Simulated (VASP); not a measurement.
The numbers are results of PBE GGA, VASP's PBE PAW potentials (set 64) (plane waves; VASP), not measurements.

The input files of a VASP run:

INCAR:
```
SYSTEM = Mo
PREC = Accurate
ENCUT = 500
EDIFF = 1E-6
NELM = 100
ALGO = Normal
LREAL = .FALSE.
LASPH = .TRUE.
ISMEAR = 1
SIGMA = 0.1
GGA = PE
LMAXMIX = 4
LWAVE = .FALSE.
LCHARG = .FALSE.
IBRION = 2
ISIF = 3
NSW = 40
EDIFFG = -0.02
PSTRESS = 450
```

File KPOINTS:
```
Automatic mesh
0
Gamma
17 17 17
0 0 0
```

### POSCAR
```
Mo
1
   -1.5326774408     1.5326774408     1.5326774408
    1.5326774408    -1.5326774408     1.5326774408
    1.5326774408     1.5326774408    -1.5326774408
Mo
1
Direct
  0.0000000000   0.0000000000   0.0000000000
```

POTCAR, in this order: Mo_sv (PBE.64 set). Program: vasp_std.

What VASP printed:

File OUTCAR:
```
 ion  position               nearest neighbor table
   1  0.000  0.000  0.000-
  LATTYP: Found a body centered cubic cell.
 ALAT       =     3.0653548816
 Subroutine PRICEL returns:
 Original cell was already a primitive cell.
 Subroutine GETGRP returns: Found 48 space group operations
The static configuration has the point symmetry O_h .
The dynamic configuration has the point symmetry O_h .
 Subroutine INISYM returns: Found 48 space group operations
 Subroutine IBZKPT returns following result:
 Found    165 irreducible k-points:

 Following reciprocal coordinates:
            Coordinates               Weight
  0.000000  0.000000  0.000000      1.000000
  0.058824  0.000000  0.000000     12.000000
  0.117647  0.000000  0.000000     12.000000
  0.176471  0.000000  0.000000     12.000000
  0.235294  0.000000  0.000000     12.000000
  0.294118  0.000000  0.000000     12.000000
  0.352941  0.000000  0.000000     12.000000
  0.411765  0.000000  0.000000     12.000000
  0.470588  0.000000  0.000000     12.000000
  0.058824  0.058824  0.000000     24.000000
  0.117647  0.058824  0.000000     48.000000
  0.176471  0.058824 -0.000000     48.000000
  0.235294  0.058824  0.000000     48.000000
  0.294118  0.058824  0.000000     48.000000
  0.352941  0.058824 -0.000000     48.000000
  0.411765  0.058824  0.000000     48.000000
  0.470588  0.058824  0.000000     24.000000
  0.117647  0.117647  0.000000     24.000000
  0.176471  0.117647  0.000000     48.000000
  0.235294  0.117647 -0.000000     48.000000
  0.294118  0.117647  0.000000     48.000000
  0.352941  0.117647  0.000000     48.000000
  0.411765  0.117647  0.000000     48.000000
  0.176471  0.176471  0.000000     24.000000
  0.235294  0.176471  0.000000     48.000000
  0.294118  0.176471  0.000000     48.000000
  0.352941  0.176471  0.000000     48.000000
  0.411765  0.176471 -0.000000     24.000000
  0.235294  0.235294  0.000000     24.000000
  0.294118  0.235294  0.000000     48.000000
  0.352941  0.235294  0.000000     48.000000
  0.294118  0.294118  0.000000     24.000000
  0.352941  0.294118  0.000000     24.000000
  0.058824  0.058824  0.058824      8.000000
  0.117647  0.058824  0.058824     24.000000
  0.176471  0.058824  0.058824     24.000000
  0.235294  0.058824  0.058824     24.000000
  0.294118  0.058824  0.058824     24.000000
  0.352941  0.058824  0.058824     24.000000
  0.411765  0.058824  0.058824     24.000000
   k-points           NKPTS =    165   k-points in BZ     NKDIM =    165   number of bands    NBANDS=     11
   number of dos      NEDOS =    301   number of ions     NIONS =      1
   total plane-waves  NPLWV =   8000
   dimension x,y,z NGX =    20 NGY =   20 NGZ =   20
   dimension x,y,z NGXF=    40 NGYF=   40 NGZF=   40
   ions per type =               1
   PREC   = accura    normal or accurate (medium, high low for compatibility)
   ISTART =      0    job   : 0-new  1-cont  2-samecut
   ICHARG =      2    charge: 1-file 2-atom 10-const
   ISPIN  =      1    spin polarized calculation?
   LNONCOLLINEAR =      F non collinear calculations
   LSORBIT =      F    spin-orbit coupling
   INIWAV =      1    electr: 0-lowe 1-rand  2-diag
   ENCUT  =  500.0 eV  36.75 Ry    6.06 a.u.   4.84  4.84  4.84*2*pi/ulx,y,z
   NELM   =    100;   NELMIN=  2; NELMDL= -5     # of ELM steps
   EDIFF  = 0.1E-05   stopping-criterion for ELM
   LREAL  =      F    real-space projection
   NLSPLINE    = F    spline interpolate recip. space projectors
   LMAXMIX     =    4 max onsite mixed and CHGCAR
   VOSKOWN=      0    Vosko Wilk Nusair interpolation
...
```

**OSZICAR**
```
       N       E                     dE             d eps       ncg     rms          rms(c)
DAV:   1     0.883178125806E+02    0.88318E+02   -0.82939E+03  3689   0.128E+03
DAV:   2    -0.101228686239E+02   -0.98441E+02   -0.95037E+02  3939   0.339E+02
DAV:   3    -0.113957975177E+02   -0.12729E+01   -0.12631E+01  4182   0.385E+01
DAV:   4    -0.113988348789E+02   -0.30374E-02   -0.30372E-02  3999   0.224E+00
DAV:   5    -0.113988503481E+02   -0.15469E-04   -0.15467E-04  4185   0.154E-01    0.178E+01
DAV:   6    -0.108987182297E+02    0.50013E+00   -0.83326E-01  3876   0.114E+01    0.568E+00
DAV:   7    -0.108182766833E+02    0.80442E-01   -0.21316E-01  4179   0.543E+00    0.792E-01
DAV:   8    -0.108144558235E+02    0.38209E-02   -0.36546E-03  3792   0.887E-01    0.160E-01
DAV:   9    -0.108145063454E+02   -0.50522E-04   -0.70096E-05  4253   0.115E-01    0.868E-02
DAV:  10    -0.108145143884E+02   -0.80430E-05   -0.12020E-05  3930   0.472E-02    0.105E-02
DAV:  11    -0.108145148956E+02   -0.50722E-06   -0.14734E-07  2388   0.412E-03
   1 F= -.67695550E+01 E0= -.67697717E+01  d E =-.676956E+01
       N       E                     dE             d eps       ncg     rms          rms(c)
DAV:   1    -0.156356457263E+02   -0.48211E+01   -0.16214E+02  3759   0.181E+02    0.496E+01
DAV:   2    -0.102599066676E+02    0.53757E+01   -0.95600E+00  3654   0.442E+01    0.695E+00
DAV:   3    -0.952020295829E+01    0.73970E+00   -0.22410E+00  3794   0.203E+01    0.859E+00
DAV:   4    -0.955102250505E+01   -0.30820E-01   -0.58410E-02  3894   0.306E+00    0.156E+00
DAV:   5    -0.955275281522E+01   -0.17303E-02   -0.12307E-02  3860   0.142E+00    0.262E-01
DAV:   6    -0.955266259014E+01    0.90225E-04   -0.13277E-04  3972   0.161E-01    0.154E-02
DAV:   7    -0.955265448748E+01    0.81027E-05   -0.19652E-05  3948   0.591E-02    0.997E-03
DAV:   8    -0.955265501020E+01   -0.52272E-06   -0.71575E-08  1986   0.356E-03
   2 F= -.62460592E+01 E0= -.62460171E+01  d E =0.523496E+00
       N       E                     dE             d eps       ncg     rms          rms(c)
DAV:   1    -0.150771615549E+02   -0.55245E+01   -0.12248E+02  3723   0.166E+02    0.202E+01
DAV:   2    -0.109510319919E+02    0.41261E+01   -0.93835E+00  3657   0.379E+01    0.846E+00
DAV:   3    -0.106640602542E+02    0.28697E+00   -0.14024E+00  3873   0.150E+01    0.144E+00
DAV:   4    -0.106872785156E+02   -0.23218E-01   -0.10259E-02  3882   0.128E+00    0.863E-01
DAV:   5    -0.107020345011E+02   -0.14756E-01   -0.68148E-03  3909   0.785E-01    0.798E-02
DAV:   6    -0.107020355842E+02   -0.10831E-05   -0.77704E-05  4017   0.990E-02    0.161E-02
DAV:   7    -0.107020372051E+02   -0.16209E-05   -0.39112E-06  3903   0.225E-02    0.426E-03
DAV:   8    -0.107020375053E+02   -0.30024E-06   -0.46917E-08  2058   0.260E-03
   3 F= -.67944216E+01 E0= -.67944200E+01  d E =-.248666E-01
       N       E                     dE             d eps       ncg     rms          rms(c)
DAV:   1    -0.106950728187E+02    0.69644E-02   -0.16639E-02  3789   0.188E+00    0.341E-01
DAV:   2    -0.106944844349E+02    0.58838E-03   -0.11636E-03  3756   0.446E-01    0.586E-02
DAV:   3    -0.106944346217E+02    0.49813E-04   -0.20373E-04  3900   0.182E-01    0.492E-02
DAV:   4    -0.106944432929E+02   -0.86712E-05   -0.34152E-06  3834   0.222E-02    0.260E-03
DAV:   5    -0.106944433078E+02   -0.14916E-07   -0.30831E-07  1986   0.712E-03
   4 F= -.67945167E+01 E0= -.67945032E+01  d E =-.249617E-01
```

### OUTCAR
```
------------------------ aborting loop because EDIFF is reached ----------------------------------------
  FORCE on cell =-STRESS in cart. coord.  units (eV):
  Direction    XX          YY          ZZ          XY          YZ          ZX
  --------------------------------------------------------------------------------------
  Total        3.8882466      3.8882466      3.8882466      0.0000000      0.0000000      0.0000000
  in kB      448.6522845    448.6522845    448.6522845      0.0000000      0.0000000      0.0000000
  external PRESSURE =      -1.3477155 kB  Pullay stress =     450.0000000 kB
  volume of cell :       13.89
      direct lattice vectors                 reciprocal lattice vectors
    -1.514135828  1.514135828  1.514135828     0.000000000  0.330221365  0.330221365
     1.514135828 -1.514135828  1.514135828     0.330221365  0.000000000  0.330221365
     1.514135828  1.514135828 -1.514135828     0.330221365  0.330221365  0.000000000
 POSITION                                       TOTAL-FORCE (eV/Angst)
 -----------------------------------------------------------------------------------
     -1.51414      1.51414      1.51414         0.000000     -0.000000      0.000000
 -----------------------------------------------------------------------------------
    total drift:                               -0.000000     -0.000000      0.000000
  FREE ENERGIE OF THE ION-ELECTRON SYSTEM (eV)
  ---------------------------------------------------
  free  energy   TOTEN  =       -10.6944433078 eV

  energy  without entropy=      -10.6944028618  energy(sigma->0) =      -10.69442983
  enthalpy is  TOTEN    =        -6.7945167287 eV   P V=        3.8999265791

 reached required accuracy - stopping structural energy minimisation
```
(Selected blocks of OUTCAR.)

### CONTCAR
```
Mo
   1.00000000000000
    -1.5141358283175241    1.5141358283175241    1.5141358283175241
     1.5141358283175241   -1.5141358283175241    1.5141358283175241
     1.5141358283175241    1.5141358283175241   -1.5141358283175241
  Mo
     1
Direct
     1.0000000000000000    0.0000000000000000    0.0000000000000000
```

Energy and stress use the plane-wave basis of the starting cell.

The compound is Mo in the bcc structure. This run relaxes it under an external pressure of 45 GPa. Symmetry was kept, so distortions that lower it aren't found.
